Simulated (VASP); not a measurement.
Consider the following.

```
CELL_PARAMETERS angstrom
      2.86096     0.00000     0.00000
      0.00000     2.86096     0.00000
      0.00000     0.00000     2.86096
ATOMIC_POSITIONS crystal
  Al 0.50000 0.50000 0.50000
  Ni 0.00000 0.00000 0.00000
```

These are PBE GGA with D3 dispersion (zero damping), VASP's PBE PAW potentials (set 64) (plane waves; VASP 6.6.1) values and carry that method's errors. Numerical set-up: 520 eV cut-off, Gaussian smearing of 0.050 eV, potentials Al Ni.

What does the run give for the band gap (along the path) with the smallest direct gap where there is one?

```yaml
band gap (along the path): none (metal, semimetal or under 0.01 eV)
```

The absolute energy has meaning only against runs of the same code, potentials and settings.

The compound is NiAl in the CsCl type structure. It was relaxed first. The run is not spin-polarised, so no magnetic state was tried. The electron count is odd and the run is not spin-polarised, which forces a metal.
